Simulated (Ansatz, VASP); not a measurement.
## HfScBr3: VASP beside Ansatz

```
Hf Sc Br
1.0
     5.29593    0.00000    0.00000
     0.00000    5.29593    0.00000
     0.00000    0.00000    5.29593
Hf Sc Br
1 1 3
Direct
  0.00000 0.00000 0.00000
  0.50000 0.50000 0.50000
  0.00000 0.50000 0.50000
  0.50000 0.00000 0.50000
  0.50000 0.50000 0.00000
```

Change from the starting cell: species swapped into the Sc3InB type (Pm-3m, No. 221).

Alike in both runs: functional PBE; k mesh 8 × 8 × 8; occupations gaussian, width 0.1 eV; no spin polarisation.

Ansatz relaxed the structure, and its values are those at the end. VASP's run is a single point on that final structure, the one shown.

|  | VASP | Ansatz |
| --- | --- | --- |
| version | VASP 6.6.1 | Ansatz 0.2.0 |
| potentials or method | VASP PAW PBE potentials, release 64 (Hf_pv, Sc_sv, Br) | scalar-relativistic, plane waves, PAW |
| plane-wave cutoff (eV) | 520 | 420 |
| valence electrons in the cell | 42 | 58 |

|  | VASP | Ansatz | Ansatz less VASP |
| --- | --- | --- | --- |
| gap on the k mesh at the Fermi level (eV) | none | none | - |
| pressure (GPa) | 0.0 | 0.0 | -0.04 |

A gap of «none» marks a metal or a gap that the smearing closes. The two sets of potentials don't hold the same shells in valence.

The runs have no spin-orbit coupling, so splittings on Hf are missing.
